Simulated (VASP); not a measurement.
# Cu (Fm-3m) in VASP: further runs, part 2 of 2

VASP 6.6.1.

## (3) Relaxation of cell and atoms, r2SCAN

This run uses another cell than the first one, of 11.50 Å³/atom, 0.974 times its volume.

File INCAR:

```
PREC = Accurate
ENCUT = 600
EDIFF = 1E-7
ISMEAR = 1
SIGMA = 0.1
LREAL = False
LASPH = True
NELM = 80
ALGO = Normal
ISIF = 3
LWAVE = False
LCHARG = False
METAGGA = R2SCAN
LMIXTAU = True
IBRION = 2
NSW = 90
EDIFFG = -0.005
```

File KPOINTS:

```
regular mesh
0
Gamma
  18 18 18
```

File POSCAR:

```
Cu                                      
1.0
    0.0000000000      1.7914283004      1.7914283004
    1.7914283004     -0.0000000000      1.7914283004
    1.7914283004      1.7914283004     -0.0000000000
  Cu            
     1
Direct
     0.0000000000000000    0.0000000000000000    0.0000000000000000
```

Potentials or basis: VASP PAW PBE potentials, release 64 (Cu).

Run with:

```sh
> cat potpaw_PBE.64/Cu/POTCAR > POTCAR
> mpirun -np 1 vasp_std > vasp.out
```

It took 2.9 min on 1 thread of Intel Xeon Platinum 8259CL at 2.50GHz (Skylake/Cascade Lake), shared host; peak memory 0.15 GiB.

The run converged. Its results:

| Property | Result |
| --- | --- |
| Free energy | -10.8270 eV |
| Relaxed volume | 11.49 Å³/atom |
| Relaxed cell | a = 2.533 Å, b = 2.533 Å, c = 2.533 Å, α = 60.00°, β = 60.00°, γ = 60.00° |
| Space group after relaxing (to 0.05 Å) | Fm-3m (No. 225) |
| Energy gained by relaxing | 0.0 meV/atom |
| Ionic steps | 3 |
| Pressure after relaxing | 0.0 GPa |
| Band gap on the k mesh | none (metal or under the smearing width) |

Final structure:
```cif
data_structure
_symmetry_space_group_name_H-M 'P 1'
_symmetry_Int_Tables_number 1
_cell_length_a 2.5329
_cell_length_b 2.5329
_cell_length_c 2.5329
_cell_angle_alpha 60.000
_cell_angle_beta 60.000
_cell_angle_gamma 60.000
_cell_volume 11.49
loop_
_atom_site_label
_atom_site_type_symbol
_atom_site_fract_x
_atom_site_fract_y
_atom_site_fract_z
_atom_site_occupancy
Cu1 Cu 0.00000 0.00000 0.00000 1
```

Levels at points of the mesh, in eV from the Fermi level:
| k point | band 3 | band 4 | band 5 | band 6 | band 7 | band 8 | band 9 |
| --- | --- | --- | --- | --- | --- | --- | --- |
| (0.00, 0.00, 0.00) | -3.18 | -3.18 | -2.33 | -2.33 | 23.65 | 26.90 | 26.90 |
| (0.50, 0.00, 0.00) | -3.23 | -1.71 | -1.71 | -1.09 | 4.16 | 22.14 | 23.63 |
| (0.50, 0.50, 0.00) | -1.75 | -1.55 | -1.55 | 1.61 | 7.67 | 14.03 | 14.03 |

Caveat: the PAW data sets were made with another functional, which shifts forces and pressure a little.

## (4) Relaxation of the atoms, r2SCAN (a relaxed cell with its volume scaled by 0.94)

INCAR: that of step 3 with these lines changed.

```diff
@@ -9,3 +9,3 @@
 ALGO = Normal
-ISIF = 3
+ISIF = 2
 LWAVE = False
@@ -15,3 +15,3 @@
 IBRION = 2
-NSW = 90
-EDIFFG = -0.005
+NSW = 40
+EDIFFG = -0.01
```

KPOINTS is that of step 3.

File POSCAR:

```
Cu                                      
1.0
   -0.0000000000      1.7544635972      1.7544635972
    1.7544635972      0.0000000000      1.7544635972
    1.7544635972      1.7544635972     -0.0000000000
  Cu            
     1
Direct
     0.0000000000000000    0.0000000000000000    0.0000000000000000
```

Potentials or basis: VASP PAW PBE potentials, release 64 (Cu).

Run with:

```sh
> cat potpaw_PBE.64/Cu/POTCAR > POTCAR
> mpirun -np 1 vasp_std > vasp.out
```

OUTCAR:

```text
PREC = Accurate
   ENCUT = 600
   EDIFF = 1E-7
   ISMEAR = 1
   LREAL = False
   LASPH = True
   NELM = 80
   ISIF = 2
   METAGGA = R2SCAN
   IBRION = 2
   NSW = 40
   EDIFFG = -0.01

 ion  position               nearest neighbor table
   1  0.000  0.000  0.000-

  LATTYP: Found a face centered cubic cell.
 ALAT       =     3.5089271944

  Lattice vectors:

 A1 = (   0.0000000000,   1.7544635972,   1.7544635972)
 A2 = (   1.7544635972,   0.0000000000,   1.7544635972)
[... 470 lines left out ...]

 [... further k-points ...]

------------------------ aborting loop because EDIFF is reached ----------------------------------------

  FORCE on cell =-STRESS in cart. coord.  units (eV):
  Direction    XX          YY          ZZ          XY          YZ          ZX
  --------------------------------------------------------------------------------------
  -------------------------------------------------------------------------------------
  Total        0.7792237      0.7792237      0.7792237     -0.0000000     -0.0000000      0.0000000
  in kB      115.5871730    115.5871730    115.5871730     -0.0000000     -0.0000000      0.0000000
  external PRESSURE =     115.5871730 kB  Pullay stress =       0.0000000 kB

 VOLUME and BASIS-vectors are now :
 -----------------------------------------------------------------------------
  energy-cutoff  :      600.00
  volume of cell :       10.80
      direct lattice vectors                 reciprocal lattice vectors
     0.000000000  1.754463597  1.754463597    -0.284987389  0.284987389  0.284987389
     1.754463597  0.000000000  1.754463597     0.284987389 -0.284987389  0.284987389
     1.754463597  1.754463597  0.000000000     0.284987389  0.284987389 -0.284987389

 POSITION                                       TOTAL-FORCE (eV/Angst)
 -----------------------------------------------------------------------------------
      0.00000      0.00000      0.00000         0.000000      0.000000      0.000000
 -----------------------------------------------------------------------------------
    total drift:                                0.000000      0.000000      0.000000

  FREE ENERGIE OF THE ION-ELECTRON SYSTEM (eV)
  ---------------------------------------------------
  free  energy   TOTEN  =       -10.8028735151 eV

  energy  without entropy=      -10.8029444969  energy(sigma->0) =      -10.80289718

 reached required accuracy - stopping structural energy minimisation
```

OSZICAR:

```text
N       E                     dE             d eps       ncg     rms          rms(c)
DAV:   1     0.313014448332E+02    0.31301E+02   -0.64553E+03  3638   0.244E+03
DAV:   2    -0.127860864395E+02   -0.44088E+02   -0.42254E+02  3575   0.216E+02
DAV:   3    -0.133029353353E+02   -0.51685E+00   -0.51514E+00  4210   0.338E+01
DAV:   4    -0.133072281146E+02   -0.42928E-02   -0.42922E-02  4175   0.269E+00
DAV:   5    -0.133072902108E+02   -0.62096E-04   -0.62096E-04  4226   0.267E-01    0.786E+00
DAV:   6    -0.112976697392E+02    0.20096E+01   -0.26172E+01  3734   0.128E+02    0.528E+00
DAV:   7    -0.108169344574E+02    0.48074E+00   -0.55242E+00  3767   0.552E+01    0.681E-01
DAV:   8    -0.108064592304E+02    0.10475E-01   -0.58855E-02  4009   0.581E+00    0.780E-01
DAV:   9    -0.108022727668E+02    0.41865E-02   -0.10867E-01  4427   0.783E+00    0.764E-02
DAV:  10    -0.108028494207E+02   -0.57665E-03   -0.10842E-03  4171   0.523E-01    0.102E-01
DAV:  11    -0.108028389877E+02    0.10433E-04   -0.96212E-04  4939   0.597E-01    0.843E-03
DAV:  12    -0.108028646005E+02   -0.25613E-04   -0.90963E-05  3733   0.195E-01    0.199E-02
DAV:  13    -0.108028721520E+02   -0.75514E-05   -0.75032E-05  4197   0.176E-01    0.432E-03
DAV:  14    -0.108028737418E+02   -0.15898E-05   -0.47275E-07  3781   0.114E-02    0.301E-03
DAV:  15    -0.108028729493E+02    0.79250E-06   -0.13824E-06  3997   0.279E-02    0.252E-04
DAV:  16    -0.108028735623E+02   -0.61301E-06   -0.66519E-08  1977   0.390E-03    0.366E-04
DAV:  17    -0.108028735151E+02    0.47215E-07   -0.11605E-08  1833   0.257E-03
   1 F= -.10802874E+02 E0= -.10802897E+02  d E =-.108029E+02
```

CONTCAR:

```text
Cu
   1.00000000000000
     0.0000000000000000    1.7544635972000000    1.7544635972000000
     1.7544635972000000    0.0000000000000000    1.7544635972000000
     1.7544635972000000    1.7544635972000000    0.0000000000000000
  Cu
     1
Direct
     0.0000000000000000    0.0000000000000000    0.0000000000000000

  0.00000000E+00  0.00000000E+00  0.00000000E+00
```

It took 91 s on 1 thread of Intel Xeon Platinum 8259CL at 2.50GHz (Skylake/Cascade Lake), shared host; peak memory 0.15 GiB.

What came out:

* Free energy: -10.8029 eV
* Pressure after relaxing: 11.6 GPa
* Band gap on the k mesh: none (metal or under the smearing width)

Final structure:
```
CELL_PARAMETERS angstrom
0.00000 1.75446 1.75446
1.75446 0.00000 1.75446
1.75446 1.75446 0.00000
ATOMIC_POSITIONS crystal
Cu 0.00000 0.00000 0.00000
```

Caveat: the relaxation stopped at its first step, so nothing moved; the PAW data sets were made with another functional, which shifts forces and pressure a little.

## (5) Relaxation of the atoms, r2SCAN (a relaxed cell with its volume scaled by 0.96)

INCAR is that of step 4.

KPOINTS is that of step 4.

File POSCAR:

```
Cu                                      
1.0
   -0.0000000000      1.7668193817      1.7668193817
    1.7668193817      0.0000000000      1.7668193817
    1.7668193817      1.7668193817     -0.0000000000
  Cu            
     1
Direct
     0.0000000000000000    0.0000000000000000    0.0000000000000000
```

Run with:

```sh
> cat potpaw_PBE.64/Cu/POTCAR > POTCAR
> mpirun -np 1 vasp_std > vasp.out
```

Wall time 90 s (1 thread of Intel Xeon Platinum 8259CL at 2.50GHz (Skylake/Cascade Lake), shared host); peak memory 0.15 GiB.

The run converged. Its results:

| Property | Result |
| --- | --- |
| Free energy | -10.8166 eV |
| Pressure after relaxing | 7.2 GPa |
| Band gap on the k mesh | none (metal or under the smearing width) |

Final structure:
```cif
data_structure
_symmetry_space_group_name_H-M 'P 1'
_symmetry_Int_Tables_number 1
_cell_length_a 2.4987
_cell_length_b 2.4987
_cell_length_c 2.4987
_cell_angle_alpha 60.000
_cell_angle_beta 60.000
_cell_angle_gamma 60.000
_cell_volume 11.03
loop_
_atom_site_label
_atom_site_type_symbol
_atom_site_fract_x
_atom_site_fract_y
_atom_site_fract_z
_atom_site_occupancy
Cu1 Cu 0.00000 0.00000 0.00000 1
```

Levels at points of the mesh, in eV from the Fermi level:
| k point | band 4 | band 5 | band 6 | band 7 | band 8 | band 9 |
| --- | --- | --- | --- | --- | --- | --- |
| (0.00, 0.00, 0.00) | -3.31 | -2.40 | -2.40 | 23.99 | 27.58 | 27.58 |
| (0.50, 0.00, 0.00) | -1.75 | -1.75 | -1.21 | 4.38 | 22.46 | 24.31 |
| (0.50, 0.50, 0.00) | -1.58 | -1.58 | 1.58 | 7.97 | 14.37 | 14.37 |

Caveat: the relaxation stopped at its first step, so nothing moved; the PAW data sets were made with another functional, which shifts forces and pressure a little.

## (6) Overview

```tsv
task	cell	gap on the mesh (eV)	pressure (GPa)
relaxation of cell and atoms	relaxed	none	0.0
relaxation of the atoms	atoms relaxed from: a relaxed cell with its volume scaled by 0.94	none	11.6
relaxation of the atoms	atoms relaxed from: a relaxed cell with its volume scaled by 0.96	none	7.2
```

Alike in all rows: level r2SCAN; potentials or basis VASP PAW PBE potentials, release 64 (Cu); no spin polarisation; k mesh 18 × 18 × 18; cutoff (eV) 600; smearing methfessel-paxton 0.1 eV.

Caveats: the PAW data sets were made with another functional, which shifts forces and pressure a little; the relaxation stopped at its first step, so nothing moved (some runs).

Absolute energies hang on the potentials; compare differences alone.
